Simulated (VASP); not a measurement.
All values below come from LDA (Ceperley-Alder, Perdew-Zunger), VASP's LDA PAW potentials (set 64) (plane waves; VASP).

Input for VASP

KPOINTS:
```
K-points
0
Gamma
  20 20 20
```

INCAR:
```
! general
SYSTEM   =  V
PREC     =  Accurate
ENCUT    =  400
LREAL    =  .FALSE.
LASPH    =  .TRUE.   ! aspherical one-centre terms

! electronic loop
EDIFF    =  1E-7   ! SCF stop (eV)
NELM     =  100   ! most electronic steps
ALGO     =  Normal
LMAXMIX  =  4

! smearing
ISMEAR   =  -5   ! tetrahedra, Bloechl

! ions
ISIF     =  2   ! forces and stress, cell fixed

! output
LWAVE    =  .FALSE.
LCHARG   =  .TRUE.
LORBIT   =  11   ! lm-projected
NEDOS    =  601
```

POSCAR:
```
V
1
   -1.4598859790     1.4598859790     1.4598859790
    1.4598859790    -1.4598859790     1.4598859790
    1.4598859790     1.4598859790    -1.4598859790
V
1
Direct
  0.0000000000   0.0000000000   0.0000000000
```

POTCAR, in this order: V_sv (LDA.64 set). Program: vasp_std.

Output

### OSZICAR
```
       N       E                     dE             d eps       ncg     rms          rms(c)
DAV:   1     0.692315228342E+02    0.69232E+02   -0.63690E+03  5136   0.120E+03
DAV:   2    -0.100397253233E+02   -0.79271E+02   -0.77552E+02  5252   0.330E+02
DAV:   3    -0.112399300400E+02   -0.12002E+01   -0.11873E+01  5304   0.476E+01
DAV:   4    -0.112462529298E+02   -0.63229E-02   -0.63208E-02  5196   0.370E+00
DAV:   5    -0.112463170573E+02   -0.64128E-04   -0.64125E-04  5298   0.364E-01    0.208E+01
DAV:   6    -0.998756311092E+01    0.12588E+01   -0.48037E+00  5146   0.333E+01    0.277E+00
DAV:   7    -0.995936203759E+01    0.28201E-01   -0.24741E-02  5160   0.193E+00    0.130E+00
DAV:   8    -0.994876695433E+01    0.10595E-01   -0.82352E-03  5160   0.162E+00    0.738E-02
DAV:   9    -0.994878601186E+01   -0.19058E-04   -0.75673E-05  5138   0.146E-01    0.363E-02
DAV:  10    -0.994879723098E+01   -0.11219E-04   -0.44595E-06  5190   0.251E-02    0.178E-03
DAV:  11    -0.994879680459E+01    0.42639E-06   -0.32177E-07  5090   0.845E-03    0.205E-03
DAV:  12    -0.994879684664E+01   -0.42048E-07   -0.15282E-08  2572   0.215E-03
   1 F= -.99487968E+01 E0= -.99487968E+01  d E =0.000000E+00
```

File OUTCAR:
```
------------------------ aborting loop because EDIFF is reached ----------------------------------------
  FORCE on cell =-STRESS in cart. coord.  units (eV):
  Direction    XX          YY          ZZ          XY          YZ          ZX
  --------------------------------------------------------------------------------------
  Total        0.0274700      0.0274700      0.0274700      0.0000000      0.0000000      0.0000000
  in kB        3.5363321      3.5363321      3.5363321      0.0000000      0.0000000      0.0000000
  external PRESSURE =       3.5363321 kB  Pullay stress =       0.0000000 kB
  volume of cell :       12.45
      direct lattice vectors                 reciprocal lattice vectors
    -1.459885979  1.459885979  1.459885979     0.000000000  0.342492501  0.342492501
     1.459885979 -1.459885979  1.459885979     0.342492501  0.000000000  0.342492501
     1.459885979  1.459885979 -1.459885979     0.342492501  0.342492501  0.000000000
 POSITION                                       TOTAL-FORCE (eV/Angst)
 -----------------------------------------------------------------------------------
      0.00000      0.00000      0.00000         0.000000      0.000000      0.000000
 -----------------------------------------------------------------------------------
    total drift:                                0.000000      0.000000      0.000000
  FREE ENERGIE OF THE ION-ELECTRON SYSTEM (eV)
  ---------------------------------------------------
  free  energy   TOTEN  =        -9.9487968466 eV

  energy  without entropy=       -9.9487968466  energy(sigma->0) =       -9.94879685

 total charge

# of ion       s       p       d       tot
------------------------------------------
    1        2.369   6.243   3.211  11.823
```
(Selected blocks of OUTCAR.)

For a metal the tetrahedron method with Blöchl corrections gives inexact stress and forces.

The compound is V in the bcc structure. It was relaxed first, which changed the volume by -11 %. The run is not spin-polarised, so no magnetic state was tried.
